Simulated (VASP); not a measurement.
Input of a VASP 6.6.1 run:

File INCAR:

```
ALGO = Normal
EDIFF = 1E-7
EDIFFG = -0.04
ENCUT = 600
GGA = PE
IBRION = 2
ISIF = 3
ISMEAR = 0
IVDW = 12
LASPH = True
LCHARG = False
LREAL = False
LWAVE = False
NELM = 100
NSW = 90
PREC = Accurate
SIGMA = 0.1
```

File KPOINTS:

```
k-points
0
Gamma
  6 6 2
```

Contents of POSCAR:

```
ScAgB4F2
1.0
    3.0931388200      0.0000000000      0.0000000000
   -1.5465694100      2.6787368000      0.0000000000
    0.0000000000      0.0000000000     12.9852872800
Sc Ag B F
1 1 4 2
Direct
    0.0000000000      0.0000000000      0.0000000000
    0.0000000000      0.0000000000      0.5000000000
    0.3333333300      0.6666666700      0.8757736600
    0.6666666700      0.3333333300      0.8757736600
    0.3333333300      0.6666666700      0.1242263400
    0.6666666700      0.3333333300      0.1242263400
    0.0000000000      0.0000000000      0.6609151100
    0.0000000000      0.0000000000      0.3390848900
```

Potentials or basis: VASP PAW PBE potentials, release 64 (Sc_sv, Ag, B, F).

Command:

```console
$ cat potpaw_PBE.64/Sc_sv/POTCAR potpaw_PBE.64/Ag/POTCAR potpaw_PBE.64/B/POTCAR potpaw_PBE.64/F/POTCAR > POTCAR
$ mpirun -np 1 vasp_std > vasp.out
```

**Question.** Estimate the dispersion energy per atom.

**Answer.** -0.212 eV.

**Question.** Estimate the band gap on the k mesh.

**Answer.** None (metal or under the smearing width).

**Question.** Predict the relaxed cell.

**Answer.** a = 3.116 Å, b = 3.116 Å, c = 10.956 Å, α = 90.00°, β = 90.00°, γ = 120.00°.

Final structure:
```xyz
8
Lattice="3.1156 0.0000 0.0000 -1.5578 2.6982 0.0000 0.0000 0.0000 10.9558" Properties=species:S:1:pos:R:3 pbc="T T T"
Sc    0.0000    0.0000    0.0000
Ag    0.0000    0.0000    5.4779
B     0.0000    1.7988    9.3614
B     1.5578    0.8994    9.3614
B     0.0000    1.7988    1.5944
B     1.5578    0.8994    1.5944
F     0.0000    0.0000    7.5357
F     0.0000    0.0000    3.4201
```

Caveat: the k mesh is coarse (spacing up to 0.39 Å⁻¹), so the values aren't converged.
